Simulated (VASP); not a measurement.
An input for Quantum ESPRESSO's pw.x (written as the equivalent of a VASP run, and not itself run):

```
&CONTROL
  calculation = 'vc-relax'
  pseudo_dir = './pseudo'
  outdir = './out'
  tprnfor = .true.
  tstress = .true.
  nstep = 60
  forc_conv_thr = 0.00039
/
&SYSTEM
  ibrav = 0
  nat = 2
  ntyp = 2
  ecutwfc = 84
  occupations = 'smearing'
  smearing = 'gaussian'
  degauss = 0.003675
  input_dft = 'pbesol'
/
&ELECTRONS
  conv_thr = 7.3e-08
  electron_maxstep = 100
/
&IONS
/
&CELL
/
ATOMIC_SPECIES
  Ag 107.868 Ag.upf
  F 18.998 F.upf
CELL_PARAMETERS angstrom
     2.6260000    0.0000000    0.0000000
     0.0000000    2.6260000    0.0000000
     0.0000000    0.0000000    2.6260000
ATOMIC_POSITIONS crystal
  Ag   0.0000000  0.0000000  0.0000000
  F    0.5000000  0.5000000  0.5000000
K_POINTS automatic
  9 9 9 0 0 0
```

Write the VASP files for the same calculation (PBEsol).

This is not unique; one that fits is 
### INCAR
```
ALGO  =  Normal
EDIFF  =  1E-6
EDIFFG  =  -0.01
ENCUT  =  520
GGA  =  PS
IBRION  =  2
ISIF  =  3
ISMEAR  =  0
LASPH  =  .TRUE.
LCHARG  =  .FALSE.
LMAXMIX  =  4
LREAL  =  .FALSE.
LWAVE  =  .FALSE.
NELM  =  100
NSW  =  60
PREC  =  Accurate
SIGMA  =  0.05
SYSTEM  =  AgF
```

File KPOINTS:
```
Regular mesh
0
G
 9 9 9
```

File POSCAR:
```
AgF
1
    2.6260000000     0.0000000000     0.0000000000
    0.0000000000     2.6260000000     0.0000000000
    0.0000000000     0.0000000000     2.6260000000
Ag F
1 1
Direct
  0.0000000000   0.0000000000   0.0000000000
  0.5000000000   0.5000000000   0.5000000000
```

POTCAR, in this order: Ag F (PBE.64 set). Program: vasp_std.

What does not carry over: the potentials are each code's own (VASP's PAW set, PseudoDojo norm-conserving files in pw.x), so ENCUT and ecutwfc are chosen apart and not converted; conv_thr bounds pw.x's estimated SCF error, while EDIFF bounds the energy change between steps; forc_conv_thr acts on force components and is met together with etot_conv_thr.

The structure was generated: AgF was put into the CsCl type type (Pm-3m), which need not be its known phase. This run relaxes it. Symmetry was kept, so distortions that lower it aren't found.
